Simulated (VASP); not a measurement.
Input:

```yaml
crystal:
  lattice:
    - [-5.09929, 5.09929, 2.55239]
    - [5.09929, -5.09929, 2.55239]
    - [5.09929, 5.09929, -2.55239]
  atoms:
    - { symbol: Nb, position: [0.16670, 0.18029, 0.82239] }
    - { symbol: Nb, position: [0.81971, 0.64210, 0.98641] }
    - { symbol: Nb, position: [0.35790, 0.34431, 0.17761] }
    - { symbol: Nb, position: [0.65569, 0.83330, 0.01359] }
    - { symbol: Nb, position: [0.50291, 0.15876, 0.63162] }
    - { symbol: Nb, position: [0.84124, 0.47286, 0.34415] }
    - { symbol: Nb, position: [0.52714, 0.87128, 0.36838] }
    - { symbol: Nb, position: [0.12872, 0.49709, 0.65585] }
    - { symbol: Nb, position: [0.52874, 0.55037, 0.58848] }
    - { symbol: Nb, position: [0.44963, 0.03810, 0.97836] }
    - { symbol: Nb, position: [0.96190, 0.94026, 0.41152] }
    - { symbol: Nb, position: [0.05974, 0.47126, 0.02164] }
    - { symbol: Si, position: [0.99345, 0.72579, 0.68514] }
    - { symbol: Si, position: [0.27421, 0.95935, 0.26766] }
    - { symbol: Si, position: [0.04065, 0.30831, 0.31486] }
    - { symbol: Si, position: [0.69169, 0.00655, 0.73234] }
```

The numbers are results of PBEsol GGA, VASP's PBE PAW potentials (set 64) (plane waves; VASP), not measurements. Run with LREAL = Auto, 400 eV cut-off, Gaussian smearing of 0.050 eV, potentials Nb_sv Si.

Question: Give the energies of bands 79 to 92 at the high-symmetry points, in eV from the Fermi level.

Answer: 
| band | Γ | X | M | Z | P | N |
|---|---|---|---|---|---|---|
| 79 | -1.27 | -1.17 | -1.18 | -0.68 | -1.08 | -1.07 |
| 80 | -0.93 | -1.06 | -0.94 | -0.68 | -0.91 | -0.90 |
| 81 | -0.93 | -0.88 | -0.70 | -0.66 | -0.73 | -0.85 |
| 82 | -0.89 | -0.86 | -0.33 | -0.46 | -0.59 | -0.80 |
| 83 | -0.69 | -0.60 | -0.24 | -0.35 | -0.53 | -0.51 |
| 84 | -0.36 | -0.46 | -0.19 | -0.35 | -0.48 | -0.39 |
| 85 | -0.34 | -0.31 | -0.19 | -0.28 | -0.25 | -0.27 |
| 86 | -0.09 | 0.03 | -0.15 | -0.14 | -0.23 | -0.02 |
| 87 | -0.09 | 0.14 | 0.19 | 0.24 | 0.18 | 0.11 |
| 88 | 0.08 | 0.34 | 0.25 | 0.30 | 0.23 | 0.25 |
| 89 | 0.49 | 0.50 | 0.25 | 0.55 | 0.27 | 0.32 |
| 90 | 0.49 | 0.64 | 0.59 | 0.56 | 0.68 | 0.67 |
| 91 | 0.84 | 0.73 | 0.64 | 0.56 | 0.69 | 0.82 |
| 92 | 1.16 | 0.91 | 0.96 | 0.79 | 0.83 | 0.91 |

It has no gap at this level: it comes out as a metal or semimetal.

The structure comes from a computed database's Nb3Si entry (I-4); how it stands against other phases isn't given here. It was relaxed first.
